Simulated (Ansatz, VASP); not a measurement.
## AlCo in two plane-wave programs

One calculation is typed for both programs; each brings its own data sets and cutoff. How far apart do they land? The cell is taken from a series of VASP runs on this material, whose earlier steps may have relaxed, scaled or displaced it; both programs get it as it stands.

Calculated with Ansatz 0.2.0; plane waves, with VASP 6.6.1 beside it; relaxation of cell and atoms at PBE.

### Step 1. Starting point

The structure is cubic, space group Pm-3m (No. 221). Conventional cell: a = 2.847 Å, b = 2.847 Å, c = 2.847 Å, α = 90.00°, β = 90.00°, γ = 90.00°. Nearest to Co lie 8 Al at 2.47 Å. Al has 8 Co at 2.47 Å nearest. Farther neighbours are not listed.

Structure file:

```xyz
2
Lattice="2.8473 0.0000 0.0000 0.0000 2.8473 0.0000 0.0000 0.0000 2.8473" Properties=species:S:1:pos:R:3 pbc="T T T"
Co    1.4237    1.4237    1.4237
Al    0.0000    0.0000    0.0000
```

### Step 2. VASP: relaxation of cell and atoms, PBE

The relaxed volume is the usual yardstick between codes: its relative difference is about their pressure difference at one cell divided by the bulk modulus.

Lines of VASP's logs that name or quote its potential files are left out, and so is its time.

INCAR reads:

```
SYSTEM = AlCo
PREC = Accurate
ENCUT = 450
EDIFF = 1E-06
NELM = 100
ISMEAR = 1
SIGMA = 0.15
LREAL = .FALSE.
ALGO = Normal
GGA = PE
NBANDS = 13
ISPIN = 2
MAGMOM = 2 0
LMAXMIX = 4
LORBIT = 11
LWAVE = .FALSE.
LCHARG = .FALSE.
KPAR = 4
IBRION = 2
NSW = 50
ISIF = 3
EDIFFG = -0.006
```

POSCAR reads:

```
AlCo
1.0
    2.8473199088      0.0000000000      0.0000000000
    0.0000000000      2.8473199088      0.0000000000
    0.0000000000      0.0000000000      2.8473199088
Co Al
1 1
Direct
    0.5000000000      0.5000000000      0.5000000000
    0.0000000000      0.0000000000      0.0000000000
```

KPOINTS reads:

```
Automatic mesh
0
Gamma
16 16 16
0 0 0
```

Potentials, in the order of the species: Co and Al (PBE family, release 64).

Started as:

```sh
> mpirun -np 4 vasp_std
```

Numbers of over 12 decimals in the logs are rounded to 6 here.

Output:

```text
[banner, memory and clock lines left out]
running    4 mpi-ranks, on    1 nodes
 distrk:  each k-point on    1 cores,    4 groups
 distr:  one band on    1 cores,    1 groups

 POSCAR found type information on POSCAR CoAl
 POSCAR found :  2 types and       2 ions
 LDA part: xc-table for (Slater+PW92), standard interpolation
 POSCAR, INCAR and KPOINTS ok, starting setup
 FFT: planning ... GRIDC
 FFT: planning ... GRID_SOFT
 FFT: planning ... GRID
 WAVECAR not read
 entering main loop
       N       E                     dE             d eps       ncg     rms          rms(c)
DAV:   1     0.332231616822E+02    0.33223E+02   -0.47340E+03  8753   0.866E+02
DAV:   2    -0.118073844042E+02   -0.45031E+02   -0.41191E+02  9045   0.162E+02
DAV:   3    -0.132104919380E+02   -0.14031E+01   -0.13889E+01 10416   0.332E+01
DAV:   4    -0.132316542718E+02   -0.21162E-01   -0.21155E-01 10080   0.373E+00
DAV:   5    -0.132323585354E+02   -0.70426E-03   -0.70424E-03 10633   0.723E-01    0.133E+01
DAV:   6    -0.159239590100E+02   -0.26916E+01   -0.50586E+01  9890   0.944E+01    0.170E+01
DAV:   7    -0.119895622016E+02    0.39344E+01   -0.26459E+01 10035   0.609E+01    0.245E+00
DAV:   8    -0.119875380586E+02    0.20241E-02   -0.21404E-01 10298   0.362E+00    0.132E+00
DAV:   9    -0.119771524150E+02    0.10386E-01   -0.56105E-02 10738   0.206E+00    0.726E-01
DAV:  10    -0.119769502237E+02    0.20219E-03   -0.14761E-03 11149   0.371E-01    0.188E-01
DAV:  11    -0.119769335308E+02    0.16693E-04   -0.15334E-04 10851   0.129E-01    0.972E-02
DAV:  12    -0.119769276882E+02    0.58426E-05   -0.38327E-05 10697   0.633E-02    0.334E-02
DAV:  13    -0.119769294173E+02   -0.17291E-05   -0.89260E-06  9271   0.273E-02    0.709E-03
DAV:  14    -0.119769290295E+02    0.38783E-06   -0.87798E-07  5345   0.114E-02
   1 F= -.11976929E+02 E0= -.11977388E+02  d E =-.119769E+02  mag=     0.0003
 curvature:   0.00 expect dE= 0.000E+00 dE for cont linesearch  0.000E+00
 trial: gam= 0.00000 g(F)=  0.000E+00 g(S)=  0.852E-03 ort = 0.000E+00 (trialstep = 0.100E+01)
 search vector abs. value=  0.852E-03
 bond charge predicted
       N       E                     dE             d eps       ncg     rms          rms(c)
DAV:   1    -0.119893031728E+02   -0.12374E-01   -0.14451E-01  9480   0.555E+00    0.996E-01
DAV:   2    -0.120111600144E+02   -0.21857E-01   -0.46041E-01 10040   0.828E+00    0.147E+00
DAV:   3    -0.119772516687E+02    0.33908E-01   -0.19964E-01  9905   0.558E+00    0.157E-01
DAV:   4    -0.119769465488E+02    0.30512E-03   -0.90253E-04  9532   0.249E-01    0.321E-02
DAV:   5    -0.119769378328E+02    0.87161E-05   -0.54434E-05 13268   0.647E-02    0.839E-03
DAV:   6    -0.119769394550E+02   -0.16222E-05   -0.13141E-06  7236   0.141E-02    0.134E-03
DAV:   7    -0.119769394101E+02    0.44837E-07   -0.17115E-07  4700   0.490E-03
   2 F= -.11976939E+02 E0= -.11977395E+02  d E =-.103806E-04  mag=     0.0000
 trial-energy change:   -0.000010  1 .order   -0.000025   -0.000852    0.000803
 step:   0.5020(harm=  0.5149)  dis= 0.00000  next Energy=   -11.977141 (dE=-0.212E-03)
 bond charge predicted
       N       E                     dE             d eps       ncg     rms          rms(c)
DAV:   1    -0.119801967917E+02   -0.32573E-02   -0.35609E-02  9475   0.275E+00    0.499E-01
DAV:   2    -0.119856626855E+02   -0.54659E-02   -0.11366E-01 10015   0.414E+00    0.730E-01
DAV:   3    -0.119772066342E+02    0.84561E-02   -0.51022E-02  9925   0.279E+00    0.756E-02
DAV:   4    -0.119771369824E+02    0.69652E-04   -0.22778E-04  9435   0.119E-01    0.156E-02
DAV:   5    -0.119771350682E+02    0.19142E-05   -0.13910E-05 12895   0.339E-02    0.394E-03
DAV:   6    -0.119771347469E+02    0.32129E-06   -0.33570E-07  5055   0.739E-03
   3 F= -.11977135E+02 E0= -.11977592E+02  d E =-.205717E-03  mag=     0.0000
 curvature:  -0.26 expect dE=-0.210E-07 dE for cont linesearch -0.210E-07
 trial: gam= 0.00000 g(F)=  0.693E-66 g(S)=  0.818E-07 ort =-0.835E-05 (trialstep = 0.900E+00)
 search vector abs. value=  0.819E-07
 reached required accuracy - stopping structural energy minimisation
```

OUTCAR, selected parts (step 2):

```text
ion  position               nearest neighbor table
   1  0.500  0.500  0.500-   2 2.47   2 2.47   2 2.47   2 2.47   2 2.47   2 2.47   2 2.47   2 2.47

  LATTYP: Found a simple cubic cell.
 ALAT       =     2.8473199088

 Subroutine GETGRP returns: Found 48 space group operations
 (whereof 48 operations were pure point group operations)

The static configuration has the point symmetry O_h .

 Found    165 irreducible k-points:

   k-points           NKPTS =    165   k-points in BZ     NKDIM =    165   number of bands    NBANDS=     13

   dimension x,y,z NGX =    20 NGY =   20 NGZ =   20
   dimension x,y,z NGXF=    40 NGYF=   40 NGZF=   40

   ENCUT  =  450.0 eV  33.07 Ry    5.75 a.u.   4.92  4.92  4.92*2*pi/ulx,y,z

   NELECT =      12.0000    total number of electrons

 k-points in reciprocal lattice and weights: Automatic mesh
   0.00000000  0.00000000  0.00000000       0.000
   0.06250000  0.00000000  0.00000000       0.001
   0.12500000  0.00000000  0.00000000       0.001
   0.18750000  0.00000000  0.00000000       0.001
   0.25000000  0.00000000  0.00000000       0.001
   0.31250000  0.00000000  0.00000000       0.001
   0.37500000  0.00000000  0.00000000       0.001
   0.43750000  0.00000000  0.00000000       0.001
   0.50000000  0.00000000  0.00000000       0.001
[...]
0.50000000  0.50000000  0.43750000       0.001
   0.50000000  0.50000000  0.50000000       0.000

 average (electrostatic) potential at core
       1 -77.7947       2 -69.2538

 E-fermi :  10.5686

 spin component 1
 k-point     1 :       0.0000    0.0000    0.0000
  band No.  band energies     occupation
    ...
      2       7.5912      1.00000
      3       7.5912      1.00000
      4       9.7420      1.00000
      5       9.7420      1.00000
      6       9.7420      1.00000
      7      16.5192      0.00000
      8      16.5192      0.00000
      9      16.5192      0.00000
     10      19.2803      0.00000
     11      19.2803      0.00000
    ...

 k-point     2 :       0.0625    0.0000    0.0000
  band No.  band energies     occupation
    ...
      2       7.5845      1.00000
      3       7.6117      1.00000
      4       9.7016      1.00000
      5       9.7016      1.00000
      6       9.7462      1.00000
      7      15.7723      0.00000
      8      16.6231      0.00000
      9      16.6231      0.00000
     10      19.2711      0.00000
     11      19.9731      0.00000
    ...

 k-point     3 :       0.1250    0.0000    0.0000
  band No.  band energies     occupation
    ...
      2       7.5482      1.00000
      3       7.6709      1.00000
      4       9.5908      1.00000
      5       9.5908      1.00000
      6       9.7582      1.00000
      7      14.4428      0.00000
      8      16.9251      0.00000
      9      16.9251      0.00000
     10      19.2439      0.00000
     11      21.1185      0.00000
    ...

 k-point     4 :       0.1875    0.0000    0.0000
  band No.  band energies     occupation
    ...
      2       7.4301      1.00000
      3       7.7613      1.00000
      4       9.4348      1.00000
      5       9.4348      1.00000
      6       9.7762      1.00000
      7      13.1391     -0.00000
      8      17.4013      0.00000
      9      17.4013      0.00000
     10      19.1999      0.00000
     11      22.1214      0.00000
    ...

 k-point     5 :       0.2500    0.0000    0.0000
  band No.  band energies     occupation
    ...
      2       7.1401      1.00000
      3       7.8712      1.00000
      4       9.2637      1.00000
      5       9.2637      1.00000
      6       9.7975      1.00000
      7      12.0633     -0.00000
      8      18.0236      0.00000
      9      18.0236      0.00000
     10      19.1424      0.00000
     11      22.9349      0.00000
    ...

 k-point     6 :       0.3125    0.0000    0.0000
  band No.  band energies     occupation
    ...
      2       6.5898      1.00000
      3       7.9848      1.00000
      4       9.1041      1.00000
      5       9.1041      1.00000
      6       9.8189      1.00000
      7      11.3290     -0.00000
      8      18.7667      0.00000
      9      18.7667      0.00000
     10      19.0780      0.00000
     11      23.6533      0.00000
    ...

  Total       -0.0010629     -0.0010629     -0.0010629      0.0000000      0.0000000      0.0000000
  in kB       -0.0734857     -0.0734857     -0.0734857      0.0000000      0.0000000      0.0000000
  external PRESSURE =      -0.0734857 kB  Pullay stress =       0.0000000 kB

  energy-cutoff  :      450.00
  volume of cell :       23.17
      direct lattice vectors                 reciprocal lattice vectors
     2.851061456 -0.000000000  0.000000000     0.350746561 -0.000000000 -0.000000000
     0.000000000  2.851061456 -0.000000000     0.000000000  0.350746561  0.000000000
     0.000000000 -0.000000000  2.851061456    -0.000000000  0.000000000  0.350746561

 POSITION                                       TOTAL-FORCE (eV/Angst)
 -----------------------------------------------------------------------------------
      1.42553      1.42553      1.42553        -0.000000      0.000000      0.000000
      0.00000      0.00000      0.00000         0.000000     -0.000000      0.000000
 -----------------------------------------------------------------------------------
    total drift:                               -0.000000      0.000000     -0.000000

  FREE ENERGIE OF THE ION-ELECTRON SYSTEM (eV)
  ---------------------------------------------------
  free  energy   TOTEN  =       -11.9771347469 eV

  energy  without entropy=      -11.9785063996  energy(sigma->0) =      -11.97759196

 reached required accuracy - stopping structural energy minimisation

 total charge
# of ion       s       p       d       tot
------------------------------------------
    1        0.433   0.505   7.509   8.447
    2        0.394   0.428   0.000   0.822
--------------------------------------------------
tot          0.827   0.933   7.509   9.270

 magnetization (x)
# of ion       s       p       d       tot
------------------------------------------
    1        0.000   0.000   0.000   0.000
    2       -0.000  -0.000   0.000  -0.000
--------------------------------------------------
tot         -0.000   0.000   0.000   0.000

[... 1 further part left out ...]
```

CONTCAR:

```
AlCo
   1.00000000000000
     2.8510614562541101   -0.0000000000000000    0.0000000000000000
     0.0000000000000000    2.8510614562541101   -0.0000000000000000
     0.0000000000000000   -0.0000000000000000    2.8510614562541101
  Co              Al
     1     1
Direct
     0.5000000000000000    0.5000000000000000    0.5000000000000000
     0.0000000000000000    0.0000000000000000    0.0000000000000000
```

(Part 1 of 2 ends here.)

[Lines on the potential files, build, host, timing and source positions are cut from VASP's logs without a mark.]

[Logs are printed without paths, hosts, clocks, repeated set-up lines and the standing remarks that a program may print on its own settings, such as how far it seeks lower states.]

[Hosts, paths, dates, database ids (printed as entryN), source tags and the programs' standing remarks are cut or masked in the printed files.]
